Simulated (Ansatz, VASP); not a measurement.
# Ge (Germanium): VASP beside Ansatz, part 4 of 4

Aim: how closely do two programs agree when they are given the same cell, functional and k mesh? The structure shown is the start of the Ansatz relaxation below; VASP solves that cell, so the two are compared at the walk's first step.

VASP 6.6.1 and Ansatz 0.2.0.

So far. Step 7 (VASP: single point, LDA, start cell, pair 2): The run ends at a pressure of 4.79 GPa, with forces up to 0.0010 eV/Å.

### Step 10. Ansatz: relaxation, LDA

Level of this step: Ansatz beside VASP: Kohn-Sham DFT, plane waves, LDA (Ansatz).

The two programs are compared at the cell with which this relaxation starts, whose forces are those of its first step. The cell compared in this pair holds 42.42 Å³, against 41.86 Å³ for the pair before.

The structure compared here is the start of the Ansatz relaxation; VASP solves that cell, so the two are compared at the walk's first step.

Input file input.yaml:

```yaml
crystal:
  lattice:
    - [0.0, 2.7264203923, 2.8534558182]
    - [2.7264203923, 0.0, 2.8534558182]
    - [2.7264203923, 2.7264203923, 0.0]
  atoms:
    - { symbol: Ge, position: [0.499972705, 0.499972705, 0.4999928663] }
    - { symbol: Ge, position: [0.750027295, 0.750027295, 0.7500071337] }
  conventional_axes: [[-1, 1, 1], [1, -1, 1], [1, 1, -1]]
kpoints:
  mp_grid: { grid: [12, 12, 12], shift: [0.5, 0.5, 0.5] }
hamiltonian:
  xc: lda
  pseudopotentials: { kind: paw, azcp: { folder: soft_1 }, xc_functional: pbe }
scf:
  occupations: { method: gaussian, width: 0.015 }
output:
  forces: true
  stress: true
  eigenvalues: true
relax:
  adjacent_minimum: "off"
  f_tol: 0.001
  max_steps: 60
  cell: { stress_tol: 0.01, fix: [a, b, angles] }
```

Started as:

```sh
ansatz run input.yaml --threads 4 --pin off --max-ram 10240MiB --backend cpu --events-out ev --progress --plain --runs-dir out
```

Numbers of over 12 decimals in the logs are rounded to 6 here.

Output:

```text
[...]
Crystal: 2 atoms, lattice volume = 42.422 Å³
Basis set: ecut = 420 eV, 853 PW (Γ)
Bands: 18, of which v1, the nominal top of the filled ones, is band 14 counted from 1 (13 counted from 0)
Symmetry: 4 space group operations
[...]
k-points: 468 of 1728
[...]
k-point 467: bands = [... 10 lower, -1.9442, 1.1374, 6.7458, 7.3369, 9.9092, 12.7222, 13.0233, 16.4887]
--- Relaxed structure (3 steps of the walk, 3 accepted, 1 SCFs on fresh bases) ---
[...]
cell:  # Å, volume = 42.7375 Å³
    - [0, 2.7264203923, 2.874709]
    - [2.7264203923, 0, 2.874709]
    - [2.7264203923, 2.7264203923, 0]
  atoms:
    - { symbol: Ge, position: [0.499972, 0.499972, 0.499999] }
    - { symbol: Ge, position: [0.750028, 0.750028, 0.750001] }
[key lines of the parts left out:]
SCF converged after 5 iterations
Free energy (F): -8431.419154 eV
Fermi energy:    9.157597 eV
P = ⅓ Tr σ = 3.0143 GPa (30.143 kbar)
```

### Step 11. VASP: single point, LDA, start cell, pair 3

The same cell, functional (in two slightly different forms), mesh and smearing now go to VASP, with its own data sets.

Input file INCAR:

```
SYSTEM = Ge
PREC = Accurate
ENCUT = 410
EDIFF = 1E-06
NELM = 120
ISMEAR = 0
SIGMA = 0.015
LREAL = .FALSE.
ALGO = Normal
GGA = CA
NBANDS = 20
LORBIT = 11
LWAVE = .FALSE.
LCHARG = .FALSE.
ISIF = 2
ISYM = 2
LASPH = .TRUE.
GGA_COMPAT = .FALSE.
KPAR = 2
```

Input file POSCAR:

```
Ge
1.0
    0.0000000000      2.7264200000      2.8534560000
    2.7264200000      0.0000000000      2.8534560000
    2.7264200000      2.7264200000      0.0000000000
Ge
2
Direct
    0.4999726647      0.4999726647      0.4999932246
    0.7500271600      0.7500271600      0.7500073174
```

Input file KPOINTS:

```
Points of the shifted mesh
1728
Reciprocal
 0.0416666667  0.0416666667  0.0416666667 1
 0.0416666667  0.0416666667  0.1250000000 1
 0.0416666667  0.0416666667  0.2083333333 1
 0.0416666667  0.0416666667  0.2916666667 1
 0.0416666667  0.0416666667  0.3750000000 1
 0.0416666667  0.0416666667  0.4583333333 1
 0.0416666667  0.0416666667  0.5416666667 1
 0.0416666667  0.0416666667  0.6250000000 1
 0.0416666667  0.0416666667  0.7083333333 1
 0.0416666667  0.0416666667  0.7916666667 1
 0.0416666667  0.0416666667  0.8750000000 1
 0.0416666667  0.0416666667  0.9583333333 1
 0.0416666667  0.1250000000  0.0416666667 1
 0.0416666667  0.1250000000  0.1250000000 1
 0.0416666667  0.1250000000  0.2083333333 1
 0.0416666667  0.1250000000  0.2916666667 1
 0.0416666667  0.1250000000  0.3750000000 1
 0.0416666667  0.1250000000  0.4583333333 1
 0.0416666667  0.1250000000  0.5416666667 1
 0.0416666667  0.1250000000  0.6250000000 1
 0.0416666667  0.1250000000  0.7083333333 1
 0.0416666667  0.1250000000  0.7916666667 1
 0.0416666667  0.1250000000  0.8750000000 1
 0.0416666667  0.1250000000  0.9583333333 1
 0.0416666667  0.2083333333  0.0416666667 1
 0.0416666667  0.2083333333  0.1250000000 1
 0.0416666667  0.2083333333  0.2083333333 1
 0.0416666667  0.2083333333  0.2916666667 1
 0.0416666667  0.2083333333  0.3750000000 1
 0.0416666667  0.2083333333  0.4583333333 1
 0.0416666667  0.2083333333  0.5416666667 1
 0.0416666667  0.2083333333  0.6250000000 1
 0.0416666667  0.2083333333  0.7083333333 1
 0.0416666667  0.2083333333  0.7916666667 1
 0.0416666667  0.2083333333  0.8750000000 1
 0.0416666667  0.2083333333  0.9583333333 1
 0.0416666667  0.2916666667  0.0416666667 1
 0.0416666667  0.2916666667  0.1250000000 1
 0.0416666667  0.2916666667  0.2083333333 1
 0.0416666667  0.2916666667  0.2916666667 1
 0.0416666667  0.2916666667  0.3750000000 1
 0.0416666667  0.2916666667  0.4583333333 1
 0.0416666667  0.2916666667  0.5416666667 1
 0.0416666667  0.2916666667  0.6250000000 1
 0.0416666667  0.2916666667  0.7083333333 1
 0.0416666667  0.2916666667  0.7916666667 1
 0.0416666667  0.2916666667  0.8750000000 1
 0.0416666667  0.2916666667  0.9583333333 1
 0.0416666667  0.3750000000  0.0416666667 1
 0.0416666667  0.3750000000  0.1250000000 1
 0.0416666667  0.3750000000  0.2083333333 1
 0.0416666667  0.3750000000  0.2916666667 1
 0.0416666667  0.3750000000  0.3750000000 1
 0.0416666667  0.3750000000  0.4583333333 1
 0.0416666667  0.3750000000  0.5416666667 1
 0.0416666667  0.3750000000  0.6250000000 1
 0.0416666667  0.3750000000  0.7083333333 1
 0.0416666667  0.3750000000  0.7916666667 1
 0.0416666667  0.3750000000  0.8750000000 1
 0.0416666667  0.3750000000  0.9583333333 1
 0.0416666667  0.4583333333  0.0416666667 1
 0.0416666667  0.4583333333  0.1250000000 1
 0.0416666667  0.4583333333  0.2083333333 1
 0.0416666667  0.4583333333  0.2916666667 1
 0.0416666667  0.4583333333  0.3750000000 1
 0.0416666667  0.4583333333  0.4583333333 1
 0.0416666667  0.4583333333  0.5416666667 1
 0.0416666667  0.4583333333  0.6250000000 1
 0.0416666667  0.4583333333  0.7083333333 1
 0.0416666667  0.4583333333  0.7916666667 1
 0.0416666667  0.4583333333  0.8750000000 1
 0.0416666667  0.4583333333  0.9583333333 1
 0.0416666667  0.5416666667  0.0416666667 1
 0.0416666667  0.5416666667  0.1250000000 1
 0.0416666667  0.5416666667  0.2083333333 1
 0.0416666667  0.5416666667  0.2916666667 1
 0.0416666667  0.5416666667  0.3750000000 1
 0.0416666667  0.5416666667  0.4583333333 1
 0.0416666667  0.5416666667  0.5416666667 1
 0.0416666667  0.5416666667  0.6250000000 1
 0.0416666667  0.5416666667  0.7083333333 1
 0.0416666667  0.5416666667  0.7916666667 1
 0.0416666667  0.5416666667  0.8750000000 1
 0.0416666667  0.5416666667  0.9583333333 1
 0.0416666667  0.6250000000  0.0416666667 1
 0.0416666667  0.6250000000  0.1250000000 1
 0.0416666667  0.6250000000  0.2083333333 1
 0.0416666667  0.6250000000  0.2916666667 1
 0.0416666667  0.6250000000  0.3750000000 1
 0.0416666667  0.6250000000  0.4583333333 1
 0.0416666667  0.6250000000  0.5416666667 1
 0.0416666667  0.6250000000  0.6250000000 1
 0.0416666667  0.6250000000  0.7083333333 1
 0.0416666667  0.6250000000  0.7916666667 1
 0.0416666667  0.6250000000  0.8750000000 1
 0.0416666667  0.6250000000  0.9583333333 1
 0.0416666667  0.7083333333  0.0416666667 1
 0.0416666667  0.7083333333  0.1250000000 1
 0.0416666667  0.7083333333  0.2083333333 1
 0.0416666667  0.7083333333  0.2916666667 1
 0.0416666667  0.7083333333  0.3750000000 1
 0.0416666667  0.7083333333  0.4583333333 1
 0.0416666667  0.7083333333  0.5416666667 1
 0.0416666667  0.7083333333  0.6250000000 1
 0.0416666667  0.7083333333  0.7083333333 1
 0.0416666667  0.7083333333  0.7916666667 1
 0.0416666667  0.7083333333  0.8750000000 1
 0.0416666667  0.7083333333  0.9583333333 1
 0.0416666667  0.7916666667  0.0416666667 1
 0.0416666667  0.7916666667  0.1250000000 1
 0.0416666667  0.7916666667  0.2083333333 1
 0.0416666667  0.7916666667  0.2916666667 1
[... 1390 lines left out ...]
 0.8750000000  0.4583333333  0.1250000000 1
 0.8750000000  0.4583333333  0.2083333333 1
 0.8750000000  0.4583333333  0.2916666667 1
 0.8750000000  0.4583333333  0.3750000000 1
 0.8750000000  0.4583333333  0.4583333333 1
 0.8750000000  0.4583333333  0.5416666667 1
 0.8750000000  0.4583333333  0.6250000000 1
 0.8750000000  0.4583333333  0.7083333333 1
 0.8750000000  0.4583333333  0.7916666667 1
 0.8750000000  0.4583333333  0.8750000000 1
 0.8750000000  0.4583333333  0.9583333333 1
 0.8750000000  0.5416666667  0.0416666667 1
 0.8750000000  0.5416666667  0.1250000000 1
 0.8750000000  0.5416666667  0.2083333333 1
 0.8750000000  0.5416666667  0.2916666667 1
 0.8750000000  0.5416666667  0.3750000000 1
 0.8750000000  0.5416666667  0.4583333333 1
 0.8750000000  0.5416666667  0.5416666667 1
 0.8750000000  0.5416666667  0.6250000000 1
 0.8750000000  0.5416666667  0.7083333333 1
 0.8750000000  0.5416666667  0.7916666667 1
 0.8750000000  0.5416666667  0.8750000000 1
 0.8750000000  0.5416666667  0.9583333333 1
 0.8750000000  0.6250000000  0.0416666667 1
 0.8750000000  0.6250000000  0.1250000000 1
 0.8750000000  0.6250000000  0.2083333333 1
 0.8750000000  0.6250000000  0.2916666667 1
 0.8750000000  0.6250000000  0.3750000000 1
 0.8750000000  0.6250000000  0.4583333333 1
 0.8750000000  0.6250000000  0.5416666667 1
 0.8750000000  0.6250000000  0.6250000000 1
 0.8750000000  0.6250000000  0.7083333333 1
 0.8750000000  0.6250000000  0.7916666667 1
 0.8750000000  0.6250000000  0.8750000000 1
 0.8750000000  0.6250000000  0.9583333333 1
 0.8750000000  0.7083333333  0.0416666667 1
 0.8750000000  0.7083333333  0.1250000000 1
 0.8750000000  0.7083333333  0.2083333333 1
 0.8750000000  0.7083333333  0.2916666667 1
 0.8750000000  0.7083333333  0.3750000000 1
 0.8750000000  0.7083333333  0.4583333333 1
 0.8750000000  0.7083333333  0.5416666667 1
 0.8750000000  0.7083333333  0.6250000000 1
 0.8750000000  0.7083333333  0.7083333333 1
 0.8750000000  0.7083333333  0.7916666667 1
 0.8750000000  0.7083333333  0.8750000000 1
 0.8750000000  0.7083333333  0.9583333333 1
 0.8750000000  0.7916666667  0.0416666667 1
 0.8750000000  0.7916666667  0.1250000000 1
 0.8750000000  0.7916666667  0.2083333333 1
 0.8750000000  0.7916666667  0.2916666667 1
 0.8750000000  0.7916666667  0.3750000000 1
 0.8750000000  0.7916666667  0.4583333333 1
 0.8750000000  0.7916666667  0.5416666667 1
 0.8750000000  0.7916666667  0.6250000000 1
 0.8750000000  0.7916666667  0.7083333333 1
 0.8750000000  0.7916666667  0.7916666667 1
 0.8750000000  0.7916666667  0.8750000000 1
 0.8750000000  0.7916666667  0.9583333333 1
 0.8750000000  0.8750000000  0.0416666667 1
 0.8750000000  0.8750000000  0.1250000000 1
 0.8750000000  0.8750000000  0.2083333333 1
 0.8750000000  0.8750000000  0.2916666667 1
 0.8750000000  0.8750000000  0.3750000000 1
 0.8750000000  0.8750000000  0.4583333333 1
 0.8750000000  0.8750000000  0.5416666667 1
 0.8750000000  0.8750000000  0.6250000000 1
 0.8750000000  0.8750000000  0.7083333333 1
 0.8750000000  0.8750000000  0.7916666667 1
 0.8750000000  0.8750000000  0.8750000000 1
 0.8750000000  0.8750000000  0.9583333333 1
 0.8750000000  0.9583333333  0.0416666667 1
 0.8750000000  0.9583333333  0.1250000000 1
 0.8750000000  0.9583333333  0.2083333333 1
 0.8750000000  0.9583333333  0.2916666667 1
 0.8750000000  0.9583333333  0.3750000000 1
 0.8750000000  0.9583333333  0.4583333333 1
 0.8750000000  0.9583333333  0.5416666667 1
 0.8750000000  0.9583333333  0.6250000000 1
 0.8750000000  0.9583333333  0.7083333333 1
 0.8750000000  0.9583333333  0.7916666667 1
 0.8750000000  0.9583333333  0.8750000000 1
 0.8750000000  0.9583333333  0.9583333333 1
 0.9583333333  0.0416666667  0.0416666667 1
 0.9583333333  0.0416666667  0.1250000000 1
 0.9583333333  0.0416666667  0.2083333333 1
 0.9583333333  0.0416666667  0.2916666667 1
 0.9583333333  0.0416666667  0.3750000000 1
 0.9583333333  0.0416666667  0.4583333333 1
 0.9583333333  0.0416666667  0.5416666667 1
 0.9583333333  0.0416666667  0.6250000000 1
 0.9583333333  0.0416666667  0.7083333333 1
 0.9583333333  0.0416666667  0.7916666667 1
 0.9583333333  0.0416666667  0.8750000000 1
 0.9583333333  0.0416666667  0.9583333333 1
 0.9583333333  0.1250000000  0.0416666667 1
 0.9583333333  0.1250000000  0.1250000000 1
 0.9583333333  0.1250000000  0.2083333333 1
 0.9583333333  0.1250000000  0.2916666667 1
 0.9583333333  0.1250000000  0.3750000000 1
 0.9583333333  0.1250000000  0.4583333333 1
 0.9583333333  0.1250000000  0.5416666667 1
 0.9583333333  0.1250000000  0.6250000000 1
 0.9583333333  0.1250000000  0.7083333333 1
 0.9583333333  0.1250000000  0.7916666667 1
 0.9583333333  0.1250000000  0.8750000000 1
 0.9583333333  0.1250000000  0.9583333333 1
 0.9583333333  0.2083333333  0.0416666667 1
 0.9583333333  0.2083333333  0.1250000000 1
 0.9583333333  0.2083333333  0.2083333333 1
 0.9583333333  0.2083333333  0.2916666667 1
 0.9583333333  0.2083333333  0.3750000000 1
 0.9583333333  0.2083333333  0.4583333333 1
 0.9583333333  0.2083333333  0.5416666667 1
 0.9583333333  0.2083333333  0.6250000000 1
 0.9583333333  0.2083333333  0.7083333333 1
 0.9583333333  0.2083333333  0.7916666667 1
 0.9583333333  0.2083333333  0.8750000000 1
 0.9583333333  0.2083333333  0.9583333333 1
 0.9583333333  0.2916666667  0.0416666667 1
 0.9583333333  0.2916666667  0.1250000000 1
 0.9583333333  0.2916666667  0.2083333333 1
 0.9583333333  0.2916666667  0.2916666667 1
 0.9583333333  0.2916666667  0.3750000000 1
 0.9583333333  0.2916666667  0.4583333333 1
 0.9583333333  0.2916666667  0.5416666667 1
 0.9583333333  0.2916666667  0.6250000000 1
 0.9583333333  0.2916666667  0.7083333333 1
 0.9583333333  0.2916666667  0.7916666667 1
 0.9583333333  0.2916666667  0.8750000000 1
 0.9583333333  0.2916666667  0.9583333333 1
 0.9583333333  0.3750000000  0.0416666667 1
 0.9583333333  0.3750000000  0.1250000000 1
 0.9583333333  0.3750000000  0.2083333333 1
 0.9583333333  0.3750000000  0.2916666667 1
 0.9583333333  0.3750000000  0.3750000000 1
 0.9583333333  0.3750000000  0.4583333333 1
 0.9583333333  0.3750000000  0.5416666667 1
 0.9583333333  0.3750000000  0.6250000000 1
 0.9583333333  0.3750000000  0.7083333333 1
 0.9583333333  0.3750000000  0.7916666667 1
 0.9583333333  0.3750000000  0.8750000000 1
 0.9583333333  0.3750000000  0.9583333333 1
 0.9583333333  0.4583333333  0.0416666667 1
 0.9583333333  0.4583333333  0.1250000000 1
 0.9583333333  0.4583333333  0.2083333333 1
 0.9583333333  0.4583333333  0.2916666667 1
 0.9583333333  0.4583333333  0.3750000000 1
 0.9583333333  0.4583333333  0.4583333333 1
 0.9583333333  0.4583333333  0.5416666667 1
 0.9583333333  0.4583333333  0.6250000000 1
 0.9583333333  0.4583333333  0.7083333333 1
 0.9583333333  0.4583333333  0.7916666667 1
 0.9583333333  0.4583333333  0.8750000000 1
 0.9583333333  0.4583333333  0.9583333333 1
 0.9583333333  0.5416666667  0.0416666667 1
 0.9583333333  0.5416666667  0.1250000000 1
 0.9583333333  0.5416666667  0.2083333333 1
 0.9583333333  0.5416666667  0.2916666667 1
 0.9583333333  0.5416666667  0.3750000000 1
 0.9583333333  0.5416666667  0.4583333333 1
 0.9583333333  0.5416666667  0.5416666667 1
 0.9583333333  0.5416666667  0.6250000000 1
 0.9583333333  0.5416666667  0.7083333333 1
 0.9583333333  0.5416666667  0.7916666667 1
 0.9583333333  0.5416666667  0.8750000000 1
 0.9583333333  0.5416666667  0.9583333333 1
 0.9583333333  0.6250000000  0.0416666667 1
 0.9583333333  0.6250000000  0.1250000000 1
 0.9583333333  0.6250000000  0.2083333333 1
 0.9583333333  0.6250000000  0.2916666667 1
 0.9583333333  0.6250000000  0.3750000000 1
 0.9583333333  0.6250000000  0.4583333333 1
 0.9583333333  0.6250000000  0.5416666667 1
 0.9583333333  0.6250000000  0.6250000000 1
 0.9583333333  0.6250000000  0.7083333333 1
 0.9583333333  0.6250000000  0.7916666667 1
 0.9583333333  0.6250000000  0.8750000000 1
 0.9583333333  0.6250000000  0.9583333333 1
 0.9583333333  0.7083333333  0.0416666667 1
 0.9583333333  0.7083333333  0.1250000000 1
 0.9583333333  0.7083333333  0.2083333333 1
 0.9583333333  0.7083333333  0.2916666667 1
 0.9583333333  0.7083333333  0.3750000000 1
 0.9583333333  0.7083333333  0.4583333333 1
 0.9583333333  0.7083333333  0.5416666667 1
 0.9583333333  0.7083333333  0.6250000000 1
 0.9583333333  0.7083333333  0.7083333333 1
 0.9583333333  0.7083333333  0.7916666667 1
 0.9583333333  0.7083333333  0.8750000000 1
 0.9583333333  0.7083333333  0.9583333333 1
 0.9583333333  0.7916666667  0.0416666667 1
 0.9583333333  0.7916666667  0.1250000000 1
 0.9583333333  0.7916666667  0.2083333333 1
 0.9583333333  0.7916666667  0.2916666667 1
 0.9583333333  0.7916666667  0.3750000000 1
 0.9583333333  0.7916666667  0.4583333333 1
 0.9583333333  0.7916666667  0.5416666667 1
 0.9583333333  0.7916666667  0.6250000000 1
 0.9583333333  0.7916666667  0.7083333333 1
 0.9583333333  0.7916666667  0.7916666667 1
 0.9583333333  0.7916666667  0.8750000000 1
 0.9583333333  0.7916666667  0.9583333333 1
 0.9583333333  0.8750000000  0.0416666667 1
 0.9583333333  0.8750000000  0.1250000000 1
 0.9583333333  0.8750000000  0.2083333333 1
 0.9583333333  0.8750000000  0.2916666667 1
 0.9583333333  0.8750000000  0.3750000000 1
 0.9583333333  0.8750000000  0.4583333333 1
 0.9583333333  0.8750000000  0.5416666667 1
 0.9583333333  0.8750000000  0.6250000000 1
 0.9583333333  0.8750000000  0.7083333333 1
 0.9583333333  0.8750000000  0.7916666667 1
 0.9583333333  0.8750000000  0.8750000000 1
 0.9583333333  0.8750000000  0.9583333333 1
 0.9583333333  0.9583333333  0.0416666667 1
 0.9583333333  0.9583333333  0.1250000000 1
 0.9583333333  0.9583333333  0.2083333333 1
 0.9583333333  0.9583333333  0.2916666667 1
 0.9583333333  0.9583333333  0.3750000000 1
 0.9583333333  0.9583333333  0.4583333333 1
 0.9583333333  0.9583333333  0.5416666667 1
 0.9583333333  0.9583333333  0.6250000000 1
 0.9583333333  0.9583333333  0.7083333333 1
 0.9583333333  0.9583333333  0.7916666667 1
 0.9583333333  0.9583333333  0.8750000000 1
 0.9583333333  0.9583333333  0.9583333333 1
```

Potentials, in the order of the species: Ge_d (LDA family, release 64).

Started as:

```sh
mpirun -np 2 vasp_std
```

Output:

```text
[... set-up lines as in an earlier step ...]
 entering main loop
       N       E                     dE             d eps       ncg     rms          rms(c)
DAV:   1     0.169643055880E+03    0.16964E+03   -0.13276E+04 75104   0.342E+03
DAV:   2     0.123429997584E+02   -0.15730E+03   -0.15314E+03 69328   0.534E+02
DAV:   3    -0.989679942180E+01   -0.22240E+02   -0.22104E+02 78140   0.135E+02
DAV:   4    -0.105454604698E+02   -0.64866E+00   -0.64829E+00 77300   0.274E+01
[...]
DAV:   9    -0.103528872998E+02   -0.22325E-04   -0.95837E-05 80496   0.997E-02    0.144E-02
DAV:  10    -0.103528837947E+02    0.35051E-05   -0.95638E-06 90348   0.469E-02    0.436E-03
DAV:  11    -0.103528835167E+02    0.27805E-06   -0.12011E-06 52956   0.774E-03
   1 F= -.10352884E+02 E0= -.10352884E+02  d E =-.942869E-16
```

From OUTCAR (step 11):

```text
  Total        1.2878646      1.2878646      0.2685332     -0.0029096     -0.0017177     -0.0017177
  in kB       48.6400610     48.6400610     10.1419601     -0.1098890     -0.0648742     -0.0648727
  external PRESSURE =      35.8073607 kB  Pullay stress =       0.0000000 kB

 POSITION                                       TOTAL-FORCE (eV/Angst)
 -----------------------------------------------------------------------------------
      2.72633      2.72633      2.85330         0.000592      0.000592      0.000733
      4.08972      4.08972      4.28034        -0.000592     -0.000592     -0.000733
 -----------------------------------------------------------------------------------
    total drift:                               -0.000000     -0.000000      0.000000

  FREE ENERGIE OF THE ION-ELECTRON SYSTEM (eV)
  ---------------------------------------------------
  free  energy   TOTEN  =       -10.3528835167 eV

  energy  without entropy=      -10.3528835167  energy(sigma->0) =      -10.35288352

[... 1 part as in an earlier step ...]

[... 2 further parts left out ...]
[key lines of the parts left out:]
E-fermi :   5.5481
```

The run ends at a pressure of 3.58 GPa, with forces up to 0.0011 eV/Å.

### Step 12. Comparison

The forces differ by 0.16 meV/Å r.m.s.; no other quantity is compared for this pair.

### Step 13. Further runs

Further runs change the set-up of one program: Ansatz's method, potentials or start, or VASP's data sets, cutoff or form of LDA. The table gives that difference for each run.

| run | r.m.s. force difference (meV/Å) |
| --- | --- |
| as above | 0.16 |
| VASP with a cutoff of 500 eV (perhaps on Ansatz's relaxed cell) | 0.2 |

### Step 14. Outcome

| Item | Value |
| --- | --- |
| r.m.s. force difference (single point, LDA, start cell, pair 1) | 1.8 meV/Å |
| r.m.s. force difference (single point, LDA, start cell, pair 2) | 0.17 meV/Å |
| r.m.s. force difference (single point, LDA, start cell, pair 3) | 0.16 meV/Å |

What this shows: The r.m.s. force difference is 1.8 meV/Å (single point, LDA, start cell, pair 1), within the 12 meV/Å picked in this series as the mark of a large difference. Single point, LDA, start cell, pair 1, VASP with a cutoff of 500 eV (perhaps on Ansatz's relaxed cell): r.m.s. force difference goes from 1.8 to 2.5 meV/Å. Single point, LDA, start cell, pair 2, VASP with a cutoff of 500 eV (perhaps on Ansatz's relaxed cell): r.m.s. force difference goes from 0.17 to 0.72 meV/Å. Single point, LDA, start cell, pair 3, VASP with a cutoff of 500 eV (perhaps on Ansatz's relaxed cell): r.m.s. force difference goes from 0.16 to 0.2 meV/Å. 10 further runs of this series are not shown here. Such differences can come from data sets, numerical settings and the points named under the comparisons, not from the functional's error against experiment.

[Lines on the potential files, build, host, timing and source positions are cut from VASP's logs without a mark.]

[Logs are printed without paths, hosts, clocks, repeated set-up lines and the standing remarks that a program may print on its own settings, such as how far it seeks lower states.]

[Hosts, paths, dates, database ids (printed as entryN), source tags and the programs' standing remarks are cut or masked in the printed files.]

[Rows of further runs with another cutoff or data set may stand on the cell that Ansatz relaxed, not on the start cell of the pair above them.]
